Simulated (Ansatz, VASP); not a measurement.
# ZnSe (Stilleite) in two plane-wave programs, part 2 of 3

Aim: how closely do two programs agree when they are given the same cell, functional and k mesh? The cell is taken from a series of runs on this material, whose earlier steps may have relaxed, scaled, displaced or heated it; both programs get it as it stands.

VASP 6.6.1 and Ansatz 0.2.0.

So far: Starting point; Ansatz: zone-centre phonons, LDA, pair 1.

## 3. VASP: zone-centre phonons, LDA, pair 1

Level of this step: LDA; plane waves and PAW (Zn, Se) (VASP).

The same cell, functional (in two slightly different forms) and mesh now go to VASP, with its own data sets.

Lines of VASP's logs that name or quote its potential files are left out, and so is its time.

Contents of INCAR:

```
SYSTEM = ZnSe
PREC = Accurate
ENCUT = 500
EDIFF = 1E-08
NELM = 120
ISMEAR = 0
SIGMA = 0.01
LREAL = .FALSE.
ALGO = Normal
GGA = CA
NBANDS = 15
LORBIT = 11
LWAVE = .FALSE.
LCHARG = .FALSE.
ISIF = 2
IBRION = 8
LEPSILON = .TRUE.
LASPH = .TRUE.
GGA_COMPAT = .FALSE.
EFERMI = MIDGAP
KPAR = 2
```

Contents of POSCAR:

```
ZnSe
1.0
    0.0000000000      2.7649924791      2.7649924791
    2.7649924791      0.0000000000      2.7649924791
    2.7649924791      2.7649924791      0.0000000000
Zn Se
1 1
Direct
    0.0000000000      0.0000000000      0.0000000000
    0.7500000000      0.7500000000      0.7500000000
```

Contents of KPOINTS:

```
Automatic mesh
0
Gamma
12 12 12
0 0 0
```

The projector-augmented-wave data sets are Zn and Se (LDA family, release 64).

On the command line:

```bash
$ mpirun -np 2 vasp_std
```

Numbers of over 12 decimals in the logs are rounded to 6 here.

Log:

```text
[banner, memory and clock lines left out]
running    2 mpi-ranks, on    1 nodes
 distrk:  each k-point on    1 cores,    2 groups
 distr:  one band on    1 cores,    1 groups

 POSCAR found type information on POSCAR ZnSe
 POSCAR found :  2 types and       2 ions
 LDA part: xc-table for (Slater(with rela. corr.)+CA(PZ))
 , standard interpolation
 POSCAR, INCAR and KPOINTS ok, starting setup
 FFT: planning ... GRIDC
 FFT: planning ... GRID_SOFT
 FFT: planning ... GRID
 WAVECAR not read
 entering main loop
       N       E                     dE             d eps       ncg     rms          rms(c)
DAV:   1     0.860408589760E+02    0.86041E+02   -0.87850E+03  2168   0.137E+03
DAV:   2    -0.225989095567E+01   -0.88301E+02   -0.83403E+02  2328   0.259E+02
DAV:   3    -0.763515911653E+01   -0.53753E+01   -0.53500E+01  2657   0.636E+01
DAV:   4    -0.768130070101E+01   -0.46142E-01   -0.46136E-01  2531   0.628E+00
DAV:   5    -0.768152818238E+01   -0.22748E-03   -0.22748E-03  2804   0.409E-01    0.551E+00
DAV:   6    -0.739860797000E+01    0.28292E+00   -0.59550E-01  3008   0.278E+01    0.414E+00
DAV:   7    -0.737155044155E+01    0.27058E-01   -0.17234E-01  2517   0.423E+00    0.170E+00
DAV:   8    -0.736704845734E+01    0.45020E-02   -0.37188E-03  3242   0.879E-01    0.437E-01
DAV:   9    -0.736647366283E+01    0.57479E-03   -0.98090E-04  2524   0.272E-01    0.594E-02
DAV:  10    -0.736649166812E+01   -0.18005E-04   -0.13411E-04  2745   0.128E-01    0.200E-02
DAV:  11    -0.736648300205E+01    0.86661E-05   -0.18107E-05  3233   0.690E-02    0.502E-03
DAV:  12    -0.736648300434E+01   -0.22915E-08   -0.30065E-06  2566   0.134E-02    0.130E-03
DAV:  13    -0.736648302904E+01   -0.24705E-07   -0.12119E-07  2692   0.273E-03    0.484E-04
DAV:  14    -0.736648303005E+01   -0.10061E-08   -0.12765E-09  1549   0.365E-04
   1 F= -.73664830E+01 E0= -.73664830E+01  d E =0.000000E+00
 Linear response reoptimize wavefunctions to high precision
DAV:   1    -0.736648302903E+01    0.10180E-08   -0.16373E-09  1927   0.776E-04
DAV:   2    -0.736648302905E+01   -0.17508E-10   -0.46297E-10  1367   0.155E-04
 Linear response G [H, r] |phi>, progress :
  Direction:   1
       N       E                     dE             d eps       ncg     rms
RMM:   1    -0.531622609077E+02   -0.53162E+02    0.17068E+02  3554   0.702E+01
RMM:   2    -0.547263984688E+02   -0.15641E+01   -0.97473E+00  3682   0.241E+01
RMM:   3    -0.548999891943E+02   -0.17359E+00   -0.46399E-01  3865   0.511E+00
RMM:   4    -0.549063667977E+02   -0.63776E-02   -0.67804E-03  4046   0.101E+00
RMM:   5    -0.549082505682E+02   -0.18838E-02   -0.10470E-03  4126   0.261E-01
RMM:   6    -0.549082569740E+02   -0.64058E-05    0.14374E-03  4190   0.728E-02
RMM:   7    -0.549083803089E+02   -0.12333E-03    0.44503E-04  4162   0.234E-02
RMM:   8    -0.549084000963E+02   -0.19787E-04    0.28962E-04  3698   0.835E-03
RMM:   9    -0.549084344929E+02   -0.34397E-04    0.73740E-06  3307   0.342E-03
RMM:  10    -0.549084216802E+02    0.12813E-04    0.50071E-05  3063   0.183E-03
RMM:  11    -0.549084250290E+02   -0.33488E-05    0.42129E-05  2701   0.120E-03
RMM:  12    -0.549084237696E+02    0.12594E-05    0.85382E-05  2405   0.103E-03
RMM:  13    -0.549084236331E+02    0.13650E-06    0.81494E-05  2218   0.959E-04
RMM:  14    -0.549084232472E+02    0.38587E-06    0.10386E-04  2069   0.942E-04
RMM:  15    -0.549084227825E+02    0.46471E-06    0.13303E-04  1926   0.915E-04
RMM:  16    -0.549084277820E+02   -0.49995E-05    0.77504E-05  1764   0.942E-04
 Linear response G [H, r] |phi>, progress :
  Direction:   2
       N       E                     dE             d eps       ncg     rms
RMM:   1    -0.545066765162E+02   -0.54507E+02    0.13652E+02  3532   0.684E+01
RMM:   2    -0.570580343130E+02   -0.25514E+01   -0.88992E+00  3630   0.227E+01
RMM:   3    -0.571798672515E+02   -0.12183E+00   -0.39025E-01  3850   0.468E+00
RMM:   4    -0.571836539621E+02   -0.37867E-02   -0.62528E-03  4038   0.954E-01
RMM:   5    -0.571854951749E+02   -0.18412E-02   -0.17760E-03  4102   0.250E-01
RMM:   6    -0.571854779182E+02    0.17257E-04    0.87056E-04  4189   0.706E-02
RMM:   7    -0.571856056503E+02   -0.12773E-03   -0.17105E-04  4141   0.231E-02
RMM:   8    -0.571856192868E+02   -0.13637E-04   -0.13689E-04  3675   0.855E-03
RMM:   9    -0.571856314077E+02   -0.12121E-04   -0.40361E-04  3281   0.367E-03
RMM:  10    -0.571856088218E+02    0.22586E-04   -0.60383E-05  3024   0.207E-03
RMM:  11    -0.571855975236E+02    0.11298E-04   -0.82845E-05  2658   0.142E-03
RMM:  12    -0.571855990770E+02   -0.15534E-05    0.12717E-04  2375   0.123E-03
RMM:  13    -0.571855987223E+02    0.35464E-06   -0.10211E-04  2212   0.113E-03
RMM:  14    -0.571855977458E+02    0.97655E-06    0.12601E-04  2071   0.115E-03
RMM:  15    -0.571855958939E+02    0.18519E-05   -0.83894E-06  1925   0.111E-03
RMM:  16    -0.571855951289E+02    0.76503E-06    0.19499E-04  1739   0.115E-03
 Linear response G [H, r] |phi>, progress :
  Direction:   3
[...]
Linear response to external field (no local field effect), progress :
  Direction:   1
       N       E                     dE             d eps       ncg     rms          rms(c)
RMM:   1    -0.876826681708E+00   -0.87683E+00   -0.35511E+00  2986   0.383E+00
RMM:   2    -0.940006329732E+00   -0.63180E-01   -0.14112E-02  3778   0.723E-01
[...]
RMM:   3    -0.775285125065E+00    0.38353E-01   -0.23423E-02 14257   0.848E-01    0.733E-01
RMM:   4    -0.787912675201E+00   -0.12628E-01   -0.26366E-02 14824   0.867E-01    0.139E-01
RMM:   5    -0.795188966056E+00   -0.72763E-02   -0.10977E-03 14783   0.183E-01    0.277E-02
RMM:   6    -0.795928786042E+00   -0.73982E-03   -0.74069E-05 14179   0.465E-02    0.157E-02
RMM:   7    -0.796155077041E+00   -0.22629E-03   -0.67333E-06 15007   0.134E-02    0.114E-03
RMM:   8    -0.796170342792E+00   -0.15266E-04   -0.24553E-06 14837   0.260E-03    0.767E-04
RMM:   9    -0.796168005214E+00    0.23376E-05   -0.52216E-07 15455   0.905E-04    0.885E-05
RMM:  10    -0.796169880204E+00   -0.18750E-05   -0.20851E-07 12600   0.250E-04    0.496E-05
RMM:  11    -0.796170497565E+00   -0.61736E-06   -0.28553E-08 11337   0.122E-04    0.105E-05
RMM:  12    -0.796170369068E+00    0.12850E-06    0.94648E-10  5945   0.555E-05    0.389E-06
 change of polarisation eV/A/(eV/A) component  1 :     1.507     0.345     0.197
 dielectric tensor                  component  1 :     7.451     1.478     0.842
 Linear response to external field, progress :
  Direction:   2
       N       E                     dE             d eps       ncg     rms          rms(c)
RMM:   1    -0.756585495369E+00   -0.75659E+00   -0.30322E+00 11358   0.365E+00
RMM:   2    -0.813640117169E+00   -0.57055E-01   -0.13410E-02 14717   0.695E-01    0.137E+00
RMM:   3    -0.775283608114E+00    0.38357E-01   -0.23445E-02 14266   0.848E-01    0.733E-01
RMM:   4    -0.787910789522E+00   -0.12627E-01   -0.26296E-02 14830   0.867E-01    0.139E-01
RMM:   5    -0.795200401830E+00   -0.72896E-02   -0.10463E-03 14775   0.183E-01    0.277E-02
RMM:   6    -0.795939760906E+00   -0.73936E-03   -0.54993E-05 14180   0.466E-02    0.157E-02
RMM:   7    -0.796168399087E+00   -0.22864E-03   -0.23173E-06 15013   0.134E-02    0.113E-03
RMM:   8    -0.796183963583E+00   -0.15564E-04   -0.11779E-06 14829   0.259E-03    0.767E-04
RMM:   9    -0.796181736686E+00    0.22269E-05   -0.25187E-07 15436   0.903E-04    0.896E-05
RMM:  10    -0.796183646013E+00   -0.19093E-05   -0.94001E-08 12697   0.248E-04    0.492E-05
RMM:  11    -0.796184238174E+00   -0.59216E-06   -0.81430E-09 11325   0.121E-04    0.103E-05
RMM:  12    -0.796184110548E+00    0.12763E-06    0.58566E-08  5952   0.548E-05    0.382E-06
 change of polarisation eV/A/(eV/A) component  2 :     0.297     1.507     0.178
 dielectric tensor                  component  2 :     1.273     7.451     0.764
 Linear response to external field, progress :
  Direction:   3
       N       E                     dE             d eps       ncg     rms          rms(c)
RMM:   1    -0.756593257881E+00   -0.75659E+00   -0.30323E+00 11359   0.365E+00
RMM:   2    -0.813657230833E+00   -0.57064E-01   -0.13487E-02 14724   0.695E-01    0.137E+00
RMM:   3    -0.775288079318E+00    0.38369E-01   -0.23420E-02 14263   0.848E-01    0.733E-01
RMM:   4    -0.787912482354E+00   -0.12624E-01   -0.26283E-02 14820   0.867E-01    0.139E-01
RMM:   5    -0.795192326235E+00   -0.72798E-02   -0.10492E-03 14782   0.183E-01    0.277E-02
RMM:   6    -0.795936139208E+00   -0.74381E-03   -0.55441E-05 14180   0.466E-02    0.157E-02
RMM:   7    -0.796163315849E+00   -0.22718E-03   -0.25757E-06 15009   0.134E-02    0.114E-03
RMM:   8    -0.796178907532E+00   -0.15592E-04   -0.13064E-06 14825   0.261E-03    0.767E-04
RMM:   9    -0.796176668283E+00    0.22392E-05   -0.25513E-07 15460   0.907E-04    0.896E-05
RMM:  10    -0.796178572324E+00   -0.19040E-05   -0.11593E-07 12643   0.251E-04    0.497E-05
RMM:  11    -0.796179178891E+00   -0.60657E-06    0.79979E-09 11342   0.123E-04    0.102E-05
RMM:  12    -0.796179053876E+00    0.12501E-06    0.68683E-09  5979   0.550E-05    0.377E-06
 change of polarisation eV/A/(eV/A) component  3 :     0.245     0.297     1.507
 dielectric tensor                  component  3 :     1.048     1.270     7.451
 Linear response DOF=           2
 Linear response progress:
  Degree of freedom:   1/  2
       N       E                     dE             d eps       ncg     rms          rms(c)
RMM:   1    -0.212854017795E+00   -0.21285E+00   -0.57984E-03 11761   0.209E+00
RMM:   2    -0.210972150930E+00    0.18819E-02   -0.25703E-03 13369   0.398E-01    0.928E-02
RMM:   3    -0.210749913389E+00    0.22224E-03   -0.42812E-05 15201   0.497E-02    0.557E-02
RMM:   4    -0.210480660940E+00    0.26925E-03   -0.18962E-05 15646   0.295E-02    0.288E-03
RMM:   5    -0.210499322937E+00   -0.18662E-04   -0.11381E-06 16089   0.554E-03    0.816E-04
RMM:   6    -0.210497881649E+00    0.14413E-05   -0.87942E-09 16368   0.102E-03    0.319E-04
RMM:   7    -0.210497612379E+00    0.26927E-06   -0.15820E-08 16260   0.316E-04    0.381E-05
RMM:   8    -0.210497292915E+00    0.31946E-06    0.81844E-09 16167   0.103E-04    0.111E-05
RMM:   9    -0.210497293630E+00   -0.71501E-09   -0.48001E-10 16743   0.370E-05    0.450E-06
 first order change of Fermi-energy   0.11537E+00
 force on displaced ion       1 direction 1 :  -6.809  -0.000  -0.000
 Born effective charge ion    1 direction 1 :   1.935   0.000   0.000
 Linear response progress:
  Degree of freedom:   2/  2
       N       E                     dE             d eps       ncg     rms          rms(c)
RMM:   1    -0.823832318631E-01   -0.82383E-01    0.10616E-01 20131   0.179E+00
RMM:   2    -0.817927790431E-01    0.59045E-03   -0.32463E-03 13362   0.517E-01    0.125E-01
RMM:   3    -0.819803766934E-01   -0.18760E-03   -0.18905E-04 14751   0.107E-01    0.685E-02
RMM:   4    -0.822831051909E-01   -0.30273E-03   -0.51394E-05 14928   0.459E-02    0.844E-03
RMM:   5    -0.822896132778E-01   -0.65081E-05   -0.40731E-06 15061   0.902E-03    0.404E-03
RMM:   6    -0.822800555849E-01    0.95577E-05   -0.35510E-07 14975   0.234E-03    0.177E-03
RMM:   7    -0.822756006784E-01    0.44549E-05   -0.56327E-08 15161   0.887E-04    0.322E-04
RMM:   8    -0.822775733329E-01   -0.19727E-05    0.27529E-09 15633   0.285E-04    0.446E-05
RMM:   9    -0.822777399478E-01   -0.16661E-06   -0.18504E-08 15582   0.903E-05    0.125E-05
RMM:  10    -0.822776468035E-01    0.93144E-07    0.20645E-09 15620   0.223E-05    0.344E-06
RMM:  11    -0.822776546571E-01   -0.78536E-08   -0.34537E-09 13733   0.849E-06    0.208E-06
 first order change of Fermi-energy  -0.11517E+00
 force on displaced ion       2 direction 1 :  -6.810   0.000   0.000
 Born effective charge ion    2 direction 1 :  -1.940   0.000   0.000
 Born effective charges drift removed
 Linear response finished
```

From OUTCAR (step 3):

```text
ion  position               nearest neighbor table
   1  0.000  0.000  0.000-   2 2.39   2 2.39   2 2.39   2 2.39
   2  0.750  0.750  0.750-   1 2.39   1 2.39   1 2.39   1 2.39

  LATTYP: Found a face centered cubic cell.
 ALAT       =     5.5299849582

 Subroutine GETGRP returns: Found 24 space group operations
 (whereof 24 operations were pure point group operations)

The static configuration has the point symmetry T_d .

 Found     72 irreducible k-points:

   k-points           NKPTS =     72   k-points in BZ     NKDIM =     72   number of bands    NBANDS=     15

   dimension x,y,z NGX =    30 NGY =   30 NGZ =   30
   dimension x,y,z NGXF=    60 NGYF=   60 NGZF=   60

   ENCUT  =  500.0 eV  36.75 Ry    6.06 a.u.   7.13  7.13  7.13*2*pi/ulx,y,z

   NELECT =      18.0000    total number of electrons

 k-points in reciprocal lattice and weights: Automatic mesh
   0.00000000  0.00000000  0.00000000       0.001
   0.08333333  0.00000000  0.00000000       0.005
   0.16666667  0.00000000  0.00000000       0.005
   0.25000000  0.00000000  0.00000000       0.005
   0.33333333  0.00000000  0.00000000       0.005
   0.41666667  0.00000000  0.00000000       0.005
   0.50000000  0.00000000  0.00000000       0.002
   0.08333333  0.08333333  0.00000000       0.003
   0.16666667  0.08333333  0.00000000       0.014
[...]
-0.33333333  0.50000000  0.16666667       0.007
  -0.25000000  0.50000000  0.25000000       0.003

 average (electrostatic) potential at core
       1 -37.7266       2 -61.6602

  Total        0.5063639      0.5063639      0.5063639     -0.0000000     -0.0000000      0.0000000
  in kB       19.1894021     19.1894021     19.1894021     -0.0000000     -0.0000000      0.0000000
  external PRESSURE =      19.1894021 kB  Pullay stress =       0.0000000 kB

  energy-cutoff  :      500.00
  volume of cell :       42.28
      direct lattice vectors                 reciprocal lattice vectors
     0.000000000  2.764992479  2.764992479    -0.180832318  0.180832318  0.180832318
     2.764992479  0.000000000  2.764992479     0.180832318 -0.180832318  0.180832318
     2.764992479  2.764992479  0.000000000     0.180832318  0.180832318 -0.180832318

 POSITION                                       TOTAL-FORCE (eV/Angst)
 -----------------------------------------------------------------------------------
      0.00000      0.00000      0.00000        -0.000000     -0.000000     -0.000000
      4.14749      4.14749      4.14749         0.000000      0.000000      0.000000
 -----------------------------------------------------------------------------------
    total drift:                                0.000000      0.000000      0.000000

 MACROSCOPIC STATIC DIELECTRIC TENSOR (including local field effects in DFT)
 ------------------------------------------------------
           7.450843     0.000000    -0.000000
           0.000000     7.450843     0.000000
          -0.000000     0.000000     7.450843
 ------------------------------------------------------

 PIEZOELECTRIC TENSOR (including local field effects)  for field in x, y, z        (C/m^2)
          XX          YY          ZZ          XY          YZ          ZX
  --------------------------------------------------------------------------------
  x     0.00000    -0.00000     0.00000     0.00000     0.67413     0.00000
  y     0.00000     0.00000     0.00000     0.00000     0.00000     0.67413
  z    -0.00000     0.00000     0.00000     0.67413     0.00000     0.00000

 BORN EFFECTIVE CHARGES (including local field effects) (in |e|, cummulative output)
 ---------------------------------------------------------------------------------
 ion    1
    1     1.93808     0.00000     0.00000
    2    -0.00000     1.93808    -0.00000
    3     0.00000     0.00000     1.93808
 ion    2
    1    -1.93808     0.00000     0.00000
    2     0.00000    -1.93808     0.00000
    3     0.00000     0.00000    -1.93808

 Eigenvectors and eigenvalues of the dynamical matrix
 ----------------------------------------------------

   1 f  =    6.820950 THz    42.857292 2PiTHz  227.522397 cm-1    28.209169 meV
             X         Y         Z           dx          dy          dz
      0.000000  0.000000  0.000000     0.707164   -0.216535   -0.000000
      4.147489  4.147489  4.147489    -0.643581    0.197066   -0.000000

   2 f  =    6.820950 THz    42.857292 2PiTHz  227.522397 cm-1    28.209169 meV
             X         Y         Z           dx          dy          dz
      0.000000  0.000000  0.000000     0.216535    0.707164   -0.000000
      4.147489  4.147489  4.147489    -0.197066   -0.643581   -0.000000

   3 f  =    6.820950 THz    42.857292 2PiTHz  227.522397 cm-1    28.209169 meV
             X         Y         Z           dx          dy          dz
      0.000000  0.000000  0.000000     0.000000    0.000000    0.739574
      4.147489  4.147489  4.147489     0.000000   -0.000000   -0.673076

   4 f/i=    0.000237 THz     0.001490 2PiTHz    0.007912 cm-1     0.000981 meV
             X         Y         Z           dx          dy          dz
      0.000000  0.000000  0.000000    -0.052174   -0.660196    0.120207
      4.147489  4.147489  4.147489    -0.057329   -0.725422    0.132083

   5 f/i=    0.000237 THz     0.001490 2PiTHz    0.007912 cm-1     0.000981 meV
             X         Y         Z           dx          dy          dz
      0.000000  0.000000  0.000000    -0.671047    0.050925   -0.011570
      4.147489  4.147489  4.147489    -0.737344    0.055956   -0.012713

   6 f/i=    0.000237 THz     0.001490 2PiTHz    0.007912 cm-1     0.000981 meV
             X         Y         Z           dx          dy          dz
      0.000000  0.000000  0.000000     0.002254   -0.120741   -0.662154
      4.147489  4.147489  4.147489     0.002476   -0.132670   -0.727572

 MACROSCOPIC STATIC DIELECTRIC TENSOR IONIC CONTRIBUTION
 ------------------------------------------------------
           2.361059    -0.000000     0.000000
          -0.000000     2.361059    -0.000000
           0.000000    -0.000000     2.361059
 ------------------------------------------------------

 ELASTIC MODULI CONTR FROM IONIC RELAXATION (kBar)
 Direction    XX          YY          ZZ          XY          YZ          ZX
 --------------------------------------------------------------------------------
 XX          -0.0000      0.0000      0.0000     -0.0000      0.0000      0.0000
 YY           0.0000     -0.0000      0.0000     -0.0000     -0.0000     -0.0000
 ZZ           0.0000      0.0000     -0.0000      0.0000     -0.0000      0.0000
 XY          -0.0000     -0.0000      0.0000   -279.4485      0.0000      0.0000
 YZ           0.0000     -0.0000     -0.0000      0.0000   -279.4485      0.0000
 ZX           0.0000     -0.0000      0.0000      0.0000      0.0000   -279.4485
 --------------------------------------------------------------------------------

 PIEZOELECTRIC TENSOR IONIC CONTR  for field in x, y, z        (C/m^2)
          XX          YY          ZZ          XY          YZ          ZX
  --------------------------------------------------------------------------------
  x     0.00000    -0.00000    -0.00000     0.00000    -0.76432     0.00000
  y     0.00000    -0.00000     0.00000     0.00000     0.00000    -0.76432
  z    -0.00000    -0.00000     0.00000    -0.76432     0.00000     0.00000
```

## 4. Differences

Known differences besides the potentials themselves: the two LDA forms differ slightly; fixed occupations in Ansatz, narrow Gaussian smearing in VASP; VASP's response is taken on the typed mesh, Ansatz refines its own for the field response alone; the data sets hold 28 valence electrons in Ansatz (on its PAW soft_1 files) and 18 in VASP; the cutoff is 420 eV in Ansatz and 500 eV in VASP; VASP's log shows a relativistic correction to its local exchange, Ansatz's none. Total energies have different zeros and are not compared.

The two programs side by side:

```csv
quantity,Ansatz,VASP,difference
ε∞ xx,7.45,7.45,+0.01 %
ε∞ yy,7.45,7.45,+0.01 %
ε∞ zz,7.45,7.45,+0.01 %
Born charge of Zn1 (mean of the diagonal) (e),1.94,1.94,0.00
Born charge of Se2 (mean of the diagonal) (e),-1.94,-1.94,0.00
optical mode 1 to 3 (cm⁻¹),225.3,227.5,-0.96 %
```

Modes are paired by rising frequency, not by their patterns, so a pair may set unlike modes beside each other; they are those without the splitting of longitudinal modes.

(Continued in part 3 of 3.)

[Lines on the potential files, build, host, timing and source positions are cut from VASP's logs without a mark.]

[Logs are printed without paths, hosts, clocks, repeated set-up lines and the standing remarks that a program may print on its own settings, such as how far it seeks lower states.]

[Hosts, paths, dates, database ids (printed as entryN), source tags and the programs' standing remarks are cut or masked in the printed files.]
